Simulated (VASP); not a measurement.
Given:

```xyz
2
Lattice="0.0000 2.3900 2.3900 2.3900 0.0000 2.3900 2.3900 2.3900 0.0000" Properties=species:S:1:pos:R:3 pbc="T T T"
B      0.0000     0.0000     0.0000
As     1.1950     1.1950     1.1950
```

The numbers are results of G0W0 on PBE orbitals, VASP's PBE PAW potentials (set 64) (plane waves; VASP), not measurements. Run with PREC = Normal, 500 eV cut-off, 4×4×4 Γ-centred mesh, Gaussian smearing of 0.010 eV, potentials B_GW As_GW.

The mesh is coarse and the basis finite, so the quasiparticle values are not converged.

NBANDS = 160, ENCUTGW = 200 eV, NOMEGA = 64. The PBE levels (eV) that the step starts from are:

```tsv
state	KS energy	filling
k1 (0.00, 0.00, 0.00), band 1	-9.22	2
k1 (0.00, 0.00, 0.00), band 2	6.18	2
k1 (0.00, 0.00, 0.00), band 3	6.18	2
k1 (0.00, 0.00, 0.00), band 4	6.18	2
k1 (0.00, 0.00, 0.00), band 5	9.44	0
k1 (0.00, 0.00, 0.00), band 6	9.44	0
k1 (0.00, 0.00, 0.00), band 7	9.44	0
k1 (0.00, 0.00, 0.00), band 8	10.82	0
k5 (0.50, 0.25, 0.00), band 1	-5.94	2
k5 (0.50, 0.25, 0.00), band 2	-1.54	2
k5 (0.50, 0.25, 0.00), band 3	1.44	2
k5 (0.50, 0.25, 0.00), band 4	3.00	2
k5 (0.50, 0.25, 0.00), band 5	8.56	0
k5 (0.50, 0.25, 0.00), band 6	12.01	0
k5 (0.50, 0.25, 0.00), band 7	13.83	0
k5 (0.50, 0.25, 0.00), band 8	14.07	0
k8 (-0.25, 0.50, 0.25), band 1	-4.87	2
k8 (-0.25, 0.50, 0.25), band 2	-1.88	2
k8 (-0.25, 0.50, 0.25), band 3	0.69	2
k8 (-0.25, 0.50, 0.25), band 4	0.98	2
k8 (-0.25, 0.50, 0.25), band 5	11.42	0
k8 (-0.25, 0.50, 0.25), band 6	12.09	0
k8 (-0.25, 0.50, 0.25), band 7	12.96	0
k8 (-0.25, 0.50, 0.25), band 8	13.19	0
```

Give the quasiparticle energies and renormalisation factors Z.

```
state                           QP energy (eV)     Z
------------------------------  --------------  ----
k1 (0.00, 0.00, 0.00), band 1           -10.04  0.72
k1 (0.00, 0.00, 0.00), band 2             5.58  0.79
k1 (0.00, 0.00, 0.00), band 3             5.58  0.79
k1 (0.00, 0.00, 0.00), band 4             5.58  0.79
k1 (0.00, 0.00, 0.00), band 5             9.66  0.79
k1 (0.00, 0.00, 0.00), band 6             9.66  0.79
k1 (0.00, 0.00, 0.00), band 7             9.66  0.79
k1 (0.00, 0.00, 0.00), band 8            11.27  0.76
k5 (0.50, 0.25, 0.00), band 1            -6.62  0.72
k5 (0.50, 0.25, 0.00), band 2            -2.33  0.73
k5 (0.50, 0.25, 0.00), band 3             0.71  0.77
k5 (0.50, 0.25, 0.00), band 4             2.31  0.77
k5 (0.50, 0.25, 0.00), band 5             8.60  0.79
k5 (0.50, 0.25, 0.00), band 6            12.23  0.77
k5 (0.50, 0.25, 0.00), band 7            13.98  0.76
k5 (0.50, 0.25, 0.00), band 8            14.31  0.76
k8 (-0.25, 0.50, 0.25), band 1           -5.46  0.73
k8 (-0.25, 0.50, 0.25), band 2           -2.74  0.72
k8 (-0.25, 0.50, 0.25), band 3           -0.06  0.76
k8 (-0.25, 0.50, 0.25), band 4            0.24  0.76
k8 (-0.25, 0.50, 0.25), band 5           11.47  0.78
k8 (-0.25, 0.50, 0.25), band 6           12.52  0.76
k8 (-0.25, 0.50, 0.25), band 7           12.94  0.79
k8 (-0.25, 0.50, 0.25), band 8           13.35  0.76
```
On the mesh the gap opens from 1.41 to 1.92 eV.

The compound is BAs in the zinc blende structure. The cell was not relaxed at this level. The k-mesh is coarse (spacing up to 0.57 per Å, 2π included), so the numbers may not be converged in it.
